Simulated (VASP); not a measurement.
# Cd (Cadmium): structure and properties in VASP, part 2 of 2

What structure does Cd (Cadmium) take at this level, and what are its properties? The start is a cell from a database of measured crystal structures.

VASP 6.6.1; LDA; plane waves and PAW (Cd).

So far. Step 10 (Volume scan with LDA, volume scale 1): The run ends at a pressure of -0.02 GPa.

### Step 11. Volume scan with LDA, volume scale 1.02

File INCAR:

```
SYSTEM = Cd
PREC = Accurate
ENCUT = 400
EDIFF = 1E-06
NELM = 100
ISMEAR = 1
SIGMA = 0.2
LREAL = .FALSE.
ALGO = Normal
GGA = CA
NBANDS = 18
LORBIT = 11
LWAVE = .FALSE.
LCHARG = .FALSE.
KPAR = 2
ISIF = 2
```

File POSCAR:

```
Cd
1.0
    2.9355992772      0.0000000000      0.0000000000
   -1.4677996385      2.5423035494      0.0000000000
    0.0000000000      0.0000000000      5.4303263272
Cd
2
Direct
    0.3333333333      0.6666666667      0.2500000000
    0.6666666667      0.3333333333      0.7500000000
```

File KPOINTS:

```
Automatic mesh
0
Gamma
10 10 5
0 0 0
```

PAW data sets: Cd (LDA family, release 64).

Run with:

```console
$ mpirun -np 2 vasp_std
```

Run time: 8.4 s. Hardware: 2 MPI ranks of AMD EPYC 7R43, shared host; peak memory 0.19 GiB; 12 s of CPU time.

The pressure falls from -0.02 to -1.49 GPa.

The run ends at a pressure of -1.49 GPa.

### Step 12. Volume scan with LDA, volume scale 1.04

INCAR is that of step 11.

File POSCAR:

```
Cd
1.0
    2.9546621443      0.0000000000      0.0000000000
   -1.4773310721      2.5588124766      0.0000000000
    0.0000000000      0.0000000000      5.4655891746
Cd
2
Direct
    0.3333333333      0.6666666667      0.2500000000
    0.6666666667      0.3333333333      0.7500000000
```

KPOINTS is that of step 11.

Run with:

```console
$ mpirun -np 2 vasp_std
```

Wall time 8.4 s (2 MPI ranks); peak memory 0.19 GiB.

The pressure falls from -1.49 to -2.79 GPa.

The run ends at a pressure of -2.79 GPa.

### Step 13. Volume scan with LDA, volume scale 1.06

A prediction first. A parabola through the 6 pressures of evenly scaled cells so far, P = -0.03 -79.1 t +231 t² GPa with t = ln(V/V₁) and V₁ the volume at scale 1, gives -3.86 GPa at t = +0.0583.

INCAR is that of step 12.

File POSCAR:

```
Cd
1.0
    2.9734821558      0.0000000000      0.0000000000
   -1.4867410779      2.5751110846      0.0000000000
    0.0000000000      0.0000000000      5.5004027831
Cd
2
Direct
    0.3333333333      0.6666666667      0.2500000000
    0.6666666667      0.3333333333      0.7500000000
```

KPOINTS is that of step 12.

Run with:

```console
$ mpirun -np 2 vasp_std
```

Run time: 8.8 s. Hardware: 2 MPI ranks; peak memory 0.2 GiB.

The pressure falls from -2.79 to -3.93 GPa. The parabola predicted -3.86 GPa, +0.07 GPa off.

### Step 14. Comparing the runs

Times are for 2 MPI ranks of AMD EPYC 7R43, shared host. The runs compared:

```
no.  volume scale  energy above the lowest point (meV/atom)  pressure (GPa)   time  memory (GiB)
  1          0.94                                     28.16           5.759  8.2 s          0.19
  2          0.96                                     14.07           3.569  8.6 s           0.2
  3          0.98                                       5.1           1.654  9.2 s          0.19
  4             1                                      0.58        -0.02143  8.8 s          0.19
  5          1.02                                         0          -1.494  8.4 s          0.19
  6          1.04                                      2.87          -2.789  8.4 s          0.19
  7          1.06                                      8.89          -3.926  8.8 s           0.2
```

### Step 15. Fit for LDA

This step: Birch-Murnaghan fit, LDA; plane waves and PAW (VASP 6.6.1).

Derived from the runs above.

This step gave:

```yaml
pressure_derivative_of_the_bulk_modulus: 5.345
r_m_s_error_of_the_fit: 1.54e-5 eV/atom
minimum_inside_the_sampled_range: yes
bulk_modulus: 74.20 GPa
equilibrium_volume_of_the_fit: 20.13 Å³/atom
```

The energy above the fitted minimum by volume:

```
volume (Å³/atom)  energy above the fitted minimum (eV/atom)
          18.674                                     0.0284
          19.072                                     0.0143
          19.469                                    0.00533
          19.866                                     8.1e-4
          20.264                                     2.2e-4
          20.661                                    0.00310
          21.058                                    0.00911
```

The fitted volume lies +1.30 % from the relaxed one. At a finite cutoff and mesh the minimum of the energy and the zero of the stress don't quite coincide, and the relaxation stops at a threshold.

### Step 16. Zone-centre phonons (LDA)

This step: LDA; plane waves and PAW (Cd) (VASP 6.6.1).

Zone-centre modes test whether the atoms sit at a minimum within this cell. IBRION = 8 takes the force constants from linear response, which needs tightly converged orbitals.

INCAR, as its differences from that of step 13:

```diff
@@ -3,3 +3,3 @@
 ENCUT = 400
-EDIFF = 1E-06
+EDIFF = 1E-08
 NELM = 100
@@ -15,2 +15,3 @@
 KPAR = 2
+IBRION = 8
 ISIF = 2
```

File POSCAR:

```
Cd
1.0
    2.9162855649      0.0000000000      0.0000000000
   -1.4581427824      2.5255773839      0.0000000000
    0.0000000000      0.0000000000      5.3945994618
Cd
2
Direct
    0.3333333333      0.6666666667      0.2500000000
    0.6666666667      0.3333333333      0.7500000000
```

File KPOINTS:

```
Automatic mesh
0
Gamma
15 15 7
0 0 0
```

Run with:

```console
$ mpirun -np 2 vasp_std
```

Run time: 2.7 min. Hardware: 2 MPI ranks; peak memory 0.87 GiB.

Energies printed during the response cycles are not total energies of the cell.

Numbers from this step:

```
irreducible k points      : 108
pressure of the cell      : -0.05175 GPa
largest force of the cell : 0 eV/Å
Fermi energy              : 3.499 eV
```

Modes at Γ:

```
mode  frequency (cm⁻¹)  symmetry
   1               0.0  acoustic
   2               0.0  acoustic
   3               0.0  acoustic
   4              43.8       E2g
   5              43.8       E2g
   6             114.0        Bg
```

Displacements in mode 4 (43.8 cm⁻¹), the largest set to 1:
```
Cd1 -1.00  0.87  0.00
Cd2  1.00 -0.87  0.00
```

Displacements in mode 6 (114.0 cm⁻¹), the largest set to 1:
```
Cd1  0.00  0.00  1.00
Cd2  0.00  0.00 -1.00
```

The three acoustic modes come out at zero, and all others are real. By the characters of their eigenvectors the optical modes sort into (cm⁻¹) Raman active: E2g 44; silent: Bg 114. B labels carry no number here, since it depends on the setting of the axes. With a centre of inversion no mode is active in both.

### Step 17. Summary of results

```
relaxed volume                            : 19.87 Å³/atom
relaxed conventional cell a, b, c         : 2.916, 2.916, 5.395 Å; angles 90.0, 90.0, 120.0°
space group after relaxing, within 0.02 Å : P6_3/mmc (No. 194)
band gap                                  : none, a metal
DOS at the Fermi level                    : 0.397 states/eV/cell
bulk modulus from the fit                 : 74.2 GPa
volume from the fit                       : 20.1 Å³/atom
highest zone-centre mode                  : 114 cm⁻¹
```

In words: With LDA, Cd (Cadmium) relaxes to 19.87 Å³/atom in space group P6_3/mmc (held by the symmetry of the run), comes out as a metal and has a bulk modulus of 74.2 GPa at fixed shape and positions, an upper bound. Against the listed cell the volume lies -8.0 % (a -2.1 %, c -4.0 %). Bands along the symmetry lines (LDA): Of the bands kept, 3 cross the Fermi level on this path. Zone-centre phonons (LDA): The highest mode in this list at Γ lies at 114.0 cm⁻¹. Spin-orbit coupling is left out; it would split some degenerate bands. The k-sampling is coarse for a metal, so the Fermi level, pressures and the shape of the cell carry errors. Modes at Γ alone can't show that the crystal is stable at other wave vectors. No search among competing phases was made. All values are for a static lattice at zero temperature.

[Lines on the potential files, build, host, timing and source positions are cut from VASP's logs without a mark.]

[Logs are printed without paths, hosts, clocks, repeated set-up lines and the standing remarks that a program may print on its own settings, such as how far it seeks lower states.]

[Hosts, paths, dates, database ids (printed as entryN), source tags and the programs' standing remarks are cut or masked in the printed files.]

[A measured line is paired with the nearest computed mode of its activity, which favours agreement.]
